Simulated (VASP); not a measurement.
Consider the following.

```yaml
crystal:
  lattice:
    - [1.92473, -3.33373, 0.00000]
    - [1.92473, 3.33373, 0.00000]
    - [0.00000, 0.00000, 6.30537]
  atoms:
    - { symbol: Zn, position: [0.66667, 0.33333, 0.50012] }
    - { symbol: Zn, position: [0.33333, 0.66667, 0.00012] }
    - { symbol: S, position: [0.66667, 0.33333, 0.87488] }
    - { symbol: S, position: [0.33333, 0.66667, 0.37488] }
```

These are PBE GGA, VASP's PBE PAW potentials (set 64) (plane waves; VASP 6.6.1) values and carry that method's errors. Run with 520 eV cut-off, 6×6×3 Γ-centred mesh, Gaussian smearing of 0.050 eV, potentials Zn S.

Q: What does the run give for the energy per atom (σ→0), band gap (on the k-mesh) with the smallest direct gap where there is one?

A: 
```
Property                                     Result
-----------------------------------  --------------
band gap (on the k-mesh)                    2.07 eV
smallest direct gap (on the k-mesh)         2.07 eV
energy per atom (σ→0)                -3.422 eV/atom
```

The compound is ZnS in the wurtzite structure, the high-temperature form. It was relaxed first. The start is the result of an earlier pass.
